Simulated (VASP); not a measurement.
MgO:

```
CELL_PARAMETERS angstrom
0.00000 2.12450 2.12450
2.12450 0.00000 2.12450
2.12450 2.12450 0.00000
ATOMIC_POSITIONS crystal
Mg 0.00000 0.00000 0.00000
O 0.50000 0.50000 0.50000
```

```yaml
Program: VASP 6.6.1
Task: relaxation of cell and atoms
Functional: r2SCAN
Potentials_or_basis: VASP PAW PBE potentials, release 64 (Mg, O)
Cutoff: 600 eV
k_mesh: 10 × 10 × 10
Occupations: gaussian, width 0.02 eV
Spin: no spin polarisation
```

At the start: pressure -6.3 GPa; volume 9.59 Å³/atom.

Q: Where does the relaxation end?

A: Over 3 steps the energy falls by 7.6 meV/atom and the volume is 9.21 Å³/atom (-3.9 %); space group Fm-3m (No. 225, to 0.05 Å).

Step by step:
```
step  energy change (eV)  largest force (eV/Å)  pressure (GPa)  volume (Å³)
   1              0.0000                0.0000           -6.28        19.18
   2             -0.0131                0.0000            2.63        18.15
   3             -0.0153                0.0000            0.01        18.43
```

Final structure:
```
Mg O
1.0
     0.00000    2.09633    2.09633
     2.09633    0.00000    2.09633
     2.09633    2.09633    0.00000
Mg O
1 1
Direct
  0.00000 0.00000 0.00000
  0.50000 0.50000 0.50000
```

Caveat: the PAW data sets were made with another functional, which shifts forces and pressure a little.
